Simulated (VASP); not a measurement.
Output of a VASP run:

### OSZICAR
```
...
DAV:   1     0.130807799470E+01   -0.10743E-02   -0.15364E-02  4864   0.132E+00    0.180E-01
DAV:   2     0.130867240245E+01    0.59441E-03   -0.21794E-03  4773   0.695E-01    0.916E-02
DAV:   3     0.130890313340E+01    0.23073E-03   -0.23540E-04  4965   0.208E-01    0.213E-02
DAV:   4     0.130891088463E+01    0.77512E-05   -0.11256E-04  4105   0.916E-02    0.420E-03
DAV:   5     0.130891074105E+01   -0.14358E-06   -0.72375E-06  4613   0.253E-02
   3 F= 0.13089107E+01 E0= 0.13087890E+01  d E =-.405791E-02
       N       E                     dE             d eps       ncg     rms          rms(c)
DAV:   1     0.130534337109E+01   -0.35675E-02   -0.60626E-02  4850   0.262E+00    0.359E-01
DAV:   2     0.130770095123E+01    0.23576E-02   -0.86195E-03  4808   0.138E+00    0.183E-01
DAV:   3     0.130862074016E+01    0.91979E-03   -0.93562E-04  4930   0.415E-01    0.422E-02
DAV:   4     0.130865078544E+01    0.30045E-04   -0.44940E-04  4089   0.183E-01    0.843E-03
DAV:   5     0.130865026068E+01   -0.52476E-06   -0.28579E-05  4764   0.500E-02    0.230E-03
DAV:   6     0.130865033960E+01    0.78917E-07   -0.38013E-06  3539   0.222E-02
   4 F= 0.13086503E+01 E0= 0.13085389E+01  d E =-.431831E-02
       N       E                     dE             d eps       ncg     rms          rms(c)
DAV:   1     0.129589759750E+01   -0.12753E-01   -0.24117E-01  4864   0.523E+00    0.715E-01
DAV:   2     0.130524745228E+01    0.93499E-02   -0.34226E-02  4794   0.274E+00    0.364E-01
DAV:   3     0.130889748139E+01    0.36500E-02   -0.37316E-03  4992   0.827E-01    0.840E-02
DAV:   4     0.130901801474E+01    0.12053E-03   -0.17729E-03  4089   0.365E-01    0.167E-02
DAV:   5     0.130901585096E+01   -0.21638E-05   -0.11197E-04  4728   0.991E-02    0.455E-03
DAV:   6     0.130901614911E+01    0.29814E-06   -0.15556E-05  4707   0.443E-02    0.211E-03
DAV:   7     0.130901601363E+01   -0.13547E-06   -0.16118E-06  2633   0.138E-02
   5 F= 0.13090160E+01 E0= 0.13089732E+01  d E =-.395264E-02
       N       E                     dE             d eps       ncg     rms          rms(c)
DAV:   1     0.129871718635E+01   -0.10299E-01   -0.18014E-01  4864   0.445E+00    0.623E-01
DAV:   2     0.130579748312E+01    0.70803E-02   -0.25849E-02  4801   0.240E+00    0.317E-01
DAV:   3     0.130854204770E+01    0.27446E-02   -0.27770E-03  4958   0.718E-01    0.739E-02
DAV:   4     0.130863212722E+01    0.90080E-04   -0.13300E-03  4083   0.314E-01    0.146E-02
DAV:   5     0.130863081149E+01   -0.13157E-05   -0.84520E-05  4783   0.842E-02    0.390E-03
DAV:   6     0.130863101398E+01    0.20249E-06   -0.93567E-06  4284   0.329E-02
   6 F= 0.13086310E+01 E0= 0.13085253E+01  d E =-.433764E-02
       N       E                     dE             d eps       ncg     rms          rms(c)
DAV:   1     0.129543073084E+01   -0.13200E-01   -0.27306E-01  4858   0.437E+00    0.719E-01
DAV:   2     0.130329772501E+01    0.78670E-02   -0.29884E-02  4661   0.276E+00    0.404E-01
DAV:   3     0.130751699177E+01    0.42193E-02   -0.41823E-03  5343   0.935E-01    0.730E-02
DAV:   4     0.130737906078E+01   -0.13793E-03   -0.27979E-03  4094   0.456E-01    0.208E-02
DAV:   5     0.130738218207E+01    0.31213E-05   -0.14893E-04  5331   0.118E-01    0.122E-02
DAV:   6     0.130738364790E+01    0.14658E-05   -0.14595E-05  4278   0.585E-02    0.289E-03
DAV:   7     0.130738348108E+01   -0.16682E-06   -0.35319E-06  3608   0.194E-02
   7 F= 0.13073835E+01 E0= 0.13074390E+01  d E =-.124753E-02
```

OUTCAR:
```
------------------------ aborting loop because EDIFF is reached ----------------------------------------
  FORCE on cell =-STRESS in cart. coord.  units (eV):
  Direction    XX          YY          ZZ          XY          YZ          ZX
  --------------------------------------------------------------------------------------
  Total       -0.0151598     -0.0467363      0.0646765      0.0000000      0.0000000      0.0000000
  in kB       -0.3157240     -0.9733492      1.3469801      0.0000000      0.0000000      0.0000000
  external PRESSURE =       0.0193023 kB  Pullay stress =       0.0000000 kB
  volume of cell :       76.93
      direct lattice vectors                 reciprocal lattice vectors
     2.220981461 -3.816120215  0.000000000     0.225125697 -0.131023126  0.000000000
     2.220981461  3.816120215 -0.000000000     0.225125697  0.131023126  0.000000000
     0.000000000  0.000000000  4.538359835     0.000000000  0.000000000  0.220343921
 POSITION                                       TOTAL-FORCE (eV/Angst)
 -----------------------------------------------------------------------------------
      2.22098      2.62879      4.16547         0.000000      0.008195     -0.017628
      2.22098      1.18733      1.89629         0.000000     -0.008195     -0.017628
      2.22098     -1.18733      2.64207         0.000000      0.008195      0.017628
      2.22098     -2.62879      0.37289         0.000000     -0.008195      0.017628
 -----------------------------------------------------------------------------------
    total drift:                                0.000000      0.000000     -0.000000
  FREE ENERGIE OF THE ION-ELECTRON SYSTEM (eV)
  ---------------------------------------------------
  free  energy   TOTEN  =         1.3073834811 eV

  energy  without entropy=        1.3075498981  energy(sigma->0) =        1.30743895

 reached required accuracy - stopping structural energy minimisation
```
(Selected blocks of OUTCAR.)

**POSCAR**
```
Ga
1
    2.2393990667    -3.8000028085     0.0000000000
    2.2393990667     3.8000028085     0.0000000000
    0.0000000000     0.0000000000     4.4855005389
Ga
4
Direct
  0.1554682378   0.8445317622   0.9188527356
  0.3445317622   0.6554682378   0.4188527356
  0.6554682378   0.3445317622   0.5811472644
  0.8445317622   0.1554682378   0.0811472644
```

**Question.** Write an INCAR and KPOINTS that could have produced this output.

**Answer.** Several could match; the one computed here: the input of the run itself, vdW-DF-cx, plane waves, VASP's PBE PAW potentials (set 64).

### KPOINTS
```
Automatic mesh
0
Gamma
7 7 6
0 0 0
```

**INCAR**
```
LMAXMIX=4   ! l cut-off of mixed one-centre charges
ALGO=Normal
SIGMA=0.1   ! width (eV)
LREAL=.False.
GGA=CX
NSW=60   ! most ionic steps
ISIF=3
LWAVE=.False.
AGGAC=0.0
LASPH=.True.   ! aspherical one-centre terms
EDIFF=1E-6
LCHARG=.False.
EDIFFG=-0.02   ! ionic stop
NELM=100   ! most electronic steps
LUSE_VDW=.True.
SYSTEM=Ga
IBRION=2   ! conjugate gradients
ISMEAR=1   ! Methfessel-Paxton
PREC=Accurate
ENCUT=520
```

POTCAR, in this order: Ga_d (PBE.64 set). Program: vasp_std.

The compound is Ga in the alpha structure. This run relaxes it. Symmetry was kept, so distortions that lower it aren't found. The start is the result of an earlier pass.
